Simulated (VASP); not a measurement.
Au:

```
Au
1.0
     0.00000    2.03500    2.03500
     2.03500    0.00000    2.03500
     2.03500    2.03500    0.00000
Au
1
Direct
  0.00000 0.00000 0.00000
```

- Program: VASP 6.6.1
- Task: relaxation of cell and atoms
- Functional: r2SCAN
- Potentials or basis: VASP PAW PBE potentials, release 64 (Au)
- Cutoff: 600 eV
- k mesh: 18 × 18 × 18
- Occupations: gaussian, width 0.1 eV
- Spin: no spin polarisation

At the start: pressure 7.4 GPa; volume 16.85 Å³/atom.

Task: Where does the relaxation end?

Result: Over 4 steps the energy falls by 15.8 meV/atom and the volume is 17.57 Å³/atom (+4.3 %); space group Fm-3m (No. 225, to 0.05 Å).

The path:
```
step  energy change (eV)  largest force (eV/Å)  pressure (GPa)  volume (Å³)
   1              0.0000                0.0000            7.38        16.85
   2              0.0209                0.0000           -8.66        18.82
   3             -0.0158                0.0000           -0.09        17.59
   4             -0.0158                0.0000            0.03        17.57
```

Final structure:
```
Au
1.0
     0.00000    2.06344    2.06344
     2.06344    0.00000    2.06344
     2.06344    2.06344    0.00000
Au
1
Direct
  0.00000 0.00000 0.00000
```

Caveat: the PAW data sets were made with another functional, which shifts forces and pressure a little.
